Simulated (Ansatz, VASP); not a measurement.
One calculation of Mg3W, two programs

File INCAR:

```
SYSTEM = Mg3W
PREC = Accurate
ENCUT = 600
EDIFF = 1E-6
ISMEAR = 0
SIGMA = 0.1
LREAL = .False.
LASPH = .True.
NELM = 60
ALGO = Normal
ISIF = 3
LWAVE = .False.
LCHARG = .False.
GGA = PE
IBRION = 2
NSW = 90
EDIFFG = -0.04
```

File KPOINTS:

```
regular mesh
0
Gamma
  4 4 4
  0 0 0
```

Contents of POSCAR:

```
Mg3W
1.0
    4.1279820817      0.0000000000      0.0000000000
    0.0000000000      4.1279820817      0.0000000000
    0.0000000000      0.0000000000      4.1279820817
Mg W
3 1
Direct
    0.0000000000      0.5000000000      0.5000000000
    0.5000000000      0.0000000000      0.5000000000
    0.5000000000      0.5000000000      0.0000000000
    0.0000000000      0.0000000000      0.0000000000
```

Input for Ansatz:

```yaml
crystal:
  lattice:
    - [4.1279820817, 0.0, 0.0]
    - [0.0, 4.1279820817, 0.0]
    - [0.0, 0.0, 4.1279820817]
  atoms:
    - { symbol: Mg, position: [0.0, 0.5, 0.5] }
    - { symbol: Mg, position: [0.5, 0.0, 0.5] }
    - { symbol: Mg, position: [0.5, 0.5, 0.0] }
    - { symbol: W, position: [0.0, 0.0, 0.0] }
basis:
  ecutwfc: 420
kpoints:
  mp_grid: { grid: [4, 4, 4] }
hamiltonian:
  xc: pbe
scf:
  occupations: { method: gaussian, width: 0.1 }
  lower_state_search: "off"
output:
  forces: true
  stress: true
  eigenvalues: true
relax:
  adjacent_minimum: "off"
  f_tol: 0.04
  max_steps: 70
  cell: { stress_tol: 0.4 }
```

Alike in both runs: task relaxation of cell and atoms; functional PBE; k mesh 4 × 4 × 4; occupations gaussian, width 0.1 eV; no spin polarisation.

|  | VASP | Ansatz |
| --- | --- | --- |
| version | VASP 6.6.1 | Ansatz 0.2.0 |
| potentials or method | VASP PAW PBE potentials, release 64 (Mg, W_sv) | scalar-relativistic, plane waves, PAW |
| plane-wave cutoff (eV) | 600 | 420 |
| valence electrons in the cell | 20 | 44 |

Ansatz gave:

| Item | Value |
| --- | --- |
| gap on the k mesh at the Fermi level, each at its own relaxed structure (eV) | none |
| relaxed volume (Å³/atom) | 18.58 |
| relaxed cell length with the largest relative difference (Å) | 4.204 |
| energy change over the relaxation (meV/atom) | -12 |

Task: Estimate VASP's values.

Result: gap on the k mesh at the Fermi level, each at its own relaxed structure (eV): none; relaxed volume (Å³/atom): 18.49; relaxed cell length with the largest relative difference (Å): 4.198; energy change over the relaxation (meV/atom): -12.

A gap of «none» marks a metal or a gap that the smearing closes. The two sets of potentials don't hold the same shells in valence.

Caveats: the k mesh is coarse (spacing up to 0.38 Å⁻¹), so the values aren't converged. Spin-orbit coupling is left out, which matters for the levels of W.
